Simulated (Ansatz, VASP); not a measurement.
## One calculation of Li2TaSb2, two programs

```
Li Ta Sb
1.0
     3.74220    0.00000    0.00000
     0.00000    3.74220    0.00000
     0.00000    0.00000    8.12188
Li Ta Sb
2 1 2
Direct
  0.50000 0.50000 0.65401
  0.50000 0.50000 0.34599
  0.00000 0.00000 0.00000
  0.00000 0.00000 0.50000
  0.50000 0.50000 0.00000
```

Alike in both runs: task single point; functional PBE; k mesh 4 × 4 × 2; occupations gaussian, width 0.1 eV; no spin polarisation.

|  | VASP | Ansatz |
| --- | --- | --- |
| version | VASP 6.6.1 | Ansatz 0.2.0 |
| potentials or method | VASP PAW PBE potentials, release 64 (Li_sv, Ta_pv, Sb) | scalar-relativistic, plane waves, PAW |
| plane-wave cutoff (eV) | 520 | 420 |
| valence electrons in the cell | 27 | 49 |

```tsv
	VASP	Ansatz	Ansatz less VASP
gap on the k mesh at the Fermi level (eV)	none	none	-
rms of the force components (eV/Å)	0.166	0.167	+0.0010
```

Atom by atom the forces differ by 0.001 eV/Å (rms over components). A gap of «none» marks a metal or a gap that the smearing closes. With one functional, cell and mesh, what is left measures potentials, basis and numerics. The two sets of potentials don't hold the same shells in valence.

Caveats: the k mesh is coarse (spacing up to 0.42 Å⁻¹), so the values aren't converged. The runs have no spin-orbit coupling, so splittings on Sb, Ta are missing.
